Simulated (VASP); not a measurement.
Given:

```
Cs
1.0
   -2.99128     2.99128     2.99128
    2.99128    -2.99128     2.99128
    2.99128     2.99128    -2.99128
Cs
1
Direct
  0.00000   0.00000   0.00000
```

These are vdW-DF2, VASP's PBE PAW potentials (set 64) (plane waves; VASP) values and carry that method's errors. Run with 520 eV cut-off, Gaussian smearing of 0.050 eV, potentials Cs_sv.

Question: Give the energies of bands 5 to 7 at the high-symmetry points, in eV from the Fermi level.

Answer: 
```csv
band,Γ,H,N,P
5,-1.75,0.58,-0.05,1.05
6,2.32,0.58,1.13,1.05
7,2.32,3.28,1.51,1.05
```

It has no gap at this level: it comes out as a metal or semimetal.

The compound is Cs in the bcc structure. It was relaxed first, which changed the volume by -6 %.
